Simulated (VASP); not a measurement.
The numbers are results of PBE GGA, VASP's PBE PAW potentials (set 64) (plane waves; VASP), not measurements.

VASP input:

File POSCAR:
```
PtF2
4.5251020
  0.0000000000   0.5000000000   0.5000000000
  0.5000000000   0.0000000000   0.5000000000
  0.5000000000   0.5000000000   0.0000000000
Pt F
1 2
Cart
  0.0000000000   0.0000000000   0.0000000000
  0.2500000000   0.2500000000   0.2500000000
  0.7500000000   0.7500000000   0.7500000000
```

**INCAR**
```
SYSTEM  =  PtF2
PREC  =  Accurate; ENCUT  =  520; LREAL  =  .False.
LASPH  =  .True.
EDIFF  =  1E-6; NELM  =  100; ALGO  =  Normal
LMAXMIX  =  6
ISMEAR  =  -1; SIGMA  =  0.02
GGA  =  PE
ISIF  =  2
LWAVE  =  .False.; LCHARG  =  .False.
```

**KPOINTS**
```
Automatic mesh
0
Gamma
8 8 8
0 0 0
```

POTCAR, in this order: Pt F (PBE.64 set). Program: vasp_std.

What VASP printed:

**OSZICAR**
```
       N       E                     dE             d eps       ncg     rms          rms(c)
DAV:   1     0.172631777139E+03    0.17263E+03   -0.15357E+04   936   0.155E+03
DAV:   2     0.102642313588E+01   -0.17161E+03   -0.16856E+03  1144   0.363E+02
DAV:   3    -0.399862472171E+01   -0.50250E+01   -0.50182E+01  1056   0.663E+01
DAV:   4    -0.401874956822E+01   -0.20125E-01   -0.20124E-01  1216   0.432E+00
DAV:   5    -0.401885791009E+01   -0.10834E-03   -0.10834E-03  1080   0.294E-01    0.592E+01
DAV:   6    -0.304686184723E+01    0.97200E+00   -0.28146E+00   984   0.207E+01    0.374E+01
DAV:   7    -0.300711445389E+01    0.39747E-01   -0.42499E-01   944   0.684E+00    0.758E+00
DAV:   8    -0.300228725958E+01    0.48272E-02   -0.75208E-03  1056   0.966E-01    0.469E-01
DAV:   9    -0.300040649737E+01    0.18808E-02   -0.78731E-03   992   0.769E-01    0.232E-01
DAV:  10    -0.300041175344E+01   -0.52561E-05   -0.82350E-05  1136   0.113E-01    0.730E-02
DAV:  11    -0.300041891975E+01   -0.71663E-05   -0.12773E-05   952   0.373E-02    0.426E-02
DAV:  12    -0.300041834712E+01    0.57263E-06   -0.30594E-07   832   0.706E-03
   1 F= -.30004183E+01 E0= -.30000891E+01  d E =-.658533E-03
```

### OUTCAR
```
------------------------ aborting loop because EDIFF is reached ----------------------------------------
  FORCE on cell =-STRESS in cart. coord.  units (eV):
  Direction    XX          YY          ZZ          XY          YZ          ZX
  --------------------------------------------------------------------------------------
  Total       35.7865878     35.7865878     35.7865878     -0.0000000     -0.0000000     -0.0000000
  in kB     2475.1740658   2475.1740658   2475.1740658     -0.0000000     -0.0000000     -0.0000000
  external PRESSURE =    2475.1740658 kB  Pullay stress =       0.0000000 kB
  volume of cell :       23.16
      direct lattice vectors                 reciprocal lattice vectors
     0.000000000  2.262551000  2.262551000    -0.220989494  0.220989494  0.220989494
     2.262551000  0.000000000  2.262551000     0.220989494 -0.220989494  0.220989494
     2.262551000  2.262551000  0.000000000     0.220989494  0.220989494 -0.220989494
 POSITION                                       TOTAL-FORCE (eV/Angst)
 -----------------------------------------------------------------------------------
      0.00000      0.00000      0.00000         0.000000      0.000000      0.000000
      1.13128      1.13128      1.13128         0.000000     -0.000000     -0.000000
      3.39383      3.39383      3.39383        -0.000000      0.000000      0.000000
 -----------------------------------------------------------------------------------
    total drift:                                0.000000      0.000000      0.000000
  FREE ENERGIE OF THE ION-ELECTRON SYSTEM (eV)
  ---------------------------------------------------
  free  energy   TOTEN  =        -3.0004183471 eV

  energy  without entropy=       -2.9997598137  energy(sigma->0) =       -3.00008908
```
(Selected blocks of OUTCAR.)

The structure was generated: PtF2 was put into the fluorite type (Fm-3m), which need not be its known phase. The cell was not relaxed at this level. The k-mesh is coarse (spacing up to 0.30 per Å, 2π included), so the numbers may not be converged in it. The run is one of a series of settings (ISMEAR = -1, SIGMA = 0.02 against the base run), some of them coarse on purpose.
